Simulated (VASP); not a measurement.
## YbN: single point with LDA+U

Crystal: YbN.

```
CELL_PARAMETERS angstrom
2.90967 0.00000 0.00000
0.00000 2.90967 0.00000
0.00000 0.00000 2.90967
ATOMIC_POSITIONS crystal
Yb 0.00000 0.00000 0.00000
N 0.50000 0.50000 0.50000
```

The cell comes from a database or a generator and needn't be the stable form of this composition.

| Item | Value |
| --- | --- |
| Program | VASP 6.6.1 |
| Task | single point |
| Functional | LDA |
| Potentials or basis | VASP PAW PBE potentials, release 64 (Yb, N) |
| Cutoff | 520 eV |
| k mesh | 6 × 6 × 6 |
| Occupations | gaussian, width 0.05 eV |
| Spin | no spin polarisation |
| Hubbard terms | Yb f U = 5 eV |

| Property | Result |
| --- | --- |
| Pressure | -4.7 GPa |
| Band gap on the k mesh | none (metal or under the smearing width) |

Levels at points of the mesh, in eV from the Fermi level:
| k point | band 11 | band 12 | band 13 | band 14 | band 15 | band 16 | band 17 | band 18 |
| --- | --- | --- | --- | --- | --- | --- | --- | --- |
| (0.00, 0.00, 0.00) | -1.38 | -0.72 | 0.67 | 0.67 | 0.67 | 1.02 | 1.02 | 5.42 |
| (0.50, 0.00, 0.00) | -1.05 | -1.05 | -0.82 | -0.82 | -0.78 | 2.45 | 8.14 | 10.02 |
| (0.50, 0.50, 0.00) | -1.16 | -1.01 | -0.85 | -0.85 | 1.16 | 2.10 | 5.27 | 6.64 |
| (0.50, 0.50, 0.50) | -1.25 | -1.19 | -1.19 | -1.19 | -0.65 | 10.00 | 10.00 | 10.00 |

Eigenvalues of the final occupation matrices:
| site | spin | trace | eigenvalues |
| --- | --- | --- | --- |
| site 1 f | 1 | 6.82 | 0.88 0.98 0.98 0.98 1.00 1.00 1.00 |
| site 1 f | 2 | 6.82 | 0.88 0.98 0.98 0.98 1.00 1.00 1.00 |

Run time: 30 s on 1 thread of Intel(R) Xeon(R) Platinum 8375C CPU @ 2.90GHz (Ice Lake), on a shared host, peak memory 0.14 GiB.

Caveat: the PAW data sets were made with another functional, which shifts forces and pressure a little; U without spin polarisation on a metal has little footing. Spin-orbit coupling is left out, which matters for the levels of Yb.
